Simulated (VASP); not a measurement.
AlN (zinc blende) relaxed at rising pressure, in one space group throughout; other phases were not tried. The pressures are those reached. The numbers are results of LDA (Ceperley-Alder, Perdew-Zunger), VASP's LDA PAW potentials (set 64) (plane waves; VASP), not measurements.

```csv
P (GPa),V (Å³/atom),k-mesh
-0.14,10.266,10×10×10
5.01,10.030,11×11×11
10.00,9.824,11×11×11
19.90,9.467,11×11×11
29.87,9.161,11×11×11
```

A change of mesh leaves a small step in the series.

Question: Fit an equation of state and predict the volume at 45.03 GPa.

Answer: Least squares on the third-order Birch-Murnaghan form, P = (3B0/2)(y⁷ − y⁵)[1 + (3/4)(B′ − 4)(y² − 1)] with y = (V0/V)^(1/3), gives V0 = 10.259 Å³/atom, B0 = 212 GPa and B′ = 3.9, and so 8.769 Å³/atom. The run gave 8.770 Å³/atom, +0.0 % from the fit.

Pressures at which the relaxation failed are left out.

The compound is AlN in the zinc blende structure, a metastable form; wurtzite is the usual one.
